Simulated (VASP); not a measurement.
VASP input:

### KPOINTS
```
Automatic mesh
0
Gamma
7 7 7
0 0 0
```

File POSCAR:
```
YGe
1.0
  2.0962583069  -5.2539442329   0.0000000000
  2.0962583069   5.2539442329   0.0000000000
  0.0000000000   0.0000000000   3.8881973477
Y Ge
2 2
Cartesian
  2.0962583069   3.8004327987   0.9720493369
  2.0962583069  -3.8004327987   2.9161480108
  2.0962583069   0.8876240599   0.9720493369
  2.0962583069  -0.8876240599   2.9161480108
```

INCAR:
```
ALGO=Normal
EDIFF=1E-6
EDIFFG=-0.02
ENCUT=400
IBRION=2
ISIF=3
ISMEAR=1
LASPH=.TRUE.
LCHARG=.FALSE.
LMAXMIX=4
LREAL=.FALSE.
LWAVE=.FALSE.
NELM=100
NSW=60
PREC=Accurate
SIGMA=0.1
SYSTEM=YGe
```

POTCAR, in this order: Y_sv Ge_d (LDA.64 set). Program: vasp_std.

Task: Translate this LDA calculation to Ansatz.

Result: One equivalent input (not run):
Ansatz 0.2 input:
```yaml
crystal:
  lattice:
    - [2.0962583, -5.2539442, 0.0000000]
    - [2.0962583, 5.2539442, 0.0000000]
    - [0.0000000, 0.0000000, 3.8881973]
  atoms:
    - { symbol: Y, position: [0.1383257, 0.8616743, 0.2500000] }
    - { symbol: Y, position: [0.8616743, 0.1383257, 0.7500000] }
    - { symbol: Ge, position: [0.4155278, 0.5844722, 0.2500000] }
    - { symbol: Ge, position: [0.5844722, 0.4155278, 0.7500000] }
kpoints:
  mp_grid: { grid: [7, 7, 7] }
hamiltonian:
  xc: lda
  pseudopotentials: { kind: paw }
scf:
  occupations: { method: methfessel_paxton, width: 0.1 }
  max_iter: 100
relax:
  max_steps: 60
  f_tol: 0.02
  cell: {}
output: { forces: true, stress: true, eigenvalues: true }
```
The two are equivalent in intent, not identical: each code has its own PAW files, so the cut-off isn't converted (ENCUT is set for VASP's; basis.ecutwfc is left out, and Ansatz then takes the one that its files recommend); Ansatz stops its SCF on the density residual and VASP on the energy change (EDIFF); Ansatz's lda is the Perdew-Wang form, while the LDA potentials of VASP carry Perdew-Zunger's.

The structure comes from a computed database's YGe entry (Cmcm); how it stands against other phases isn't given here. This run relaxes it. Symmetry was kept, so distortions that lower it aren't found. The start is the result of an earlier pass.
